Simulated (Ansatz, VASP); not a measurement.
# CdSeS3 in VASP and in Ansatz

```
Cd Se S
1.0
     4.83431    0.00000    0.00000
     0.00000    4.83431    0.00000
     0.00000    0.00000    4.83431
Cd Se S
1 1 3
Direct
  0.00000 0.00000 0.00000
  0.50000 0.50000 0.50000
  0.50000 0.50000 0.00000
  0.00000 0.50000 0.50000
  0.50000 0.00000 0.50000
```

Change from the starting cell: species swapped into the La3AlN type (Pm-3m, No. 221).

Alike in both runs: functional PBE; k mesh 4 × 4 × 4; occupations gaussian, width 0.1 eV; no spin polarisation.

Ansatz relaxed the structure, and its values are those at the end. VASP's run is a single point on that final structure, the one shown.

```csv
,VASP,Ansatz
version,VASP 6.6.1,Ansatz 0.2.0
potentials or method,"VASP PAW PBE potentials, release 64 (Cd, Se, S)","scalar-relativistic, plane waves, PAW"
plane-wave cutoff (eV),520,420
valence electrons in the cell,36,54
```

|  | VASP | Ansatz | Ansatz less VASP |
| --- | --- | --- | --- |
| gap on the k mesh at the Fermi level (eV) | none | none | - |
| pressure (GPa) | -0.2 | -0.2 | +0.01 |

A gap of «none» marks a metal or a gap that the smearing closes. The two sets of potentials don't hold the same shells in valence.
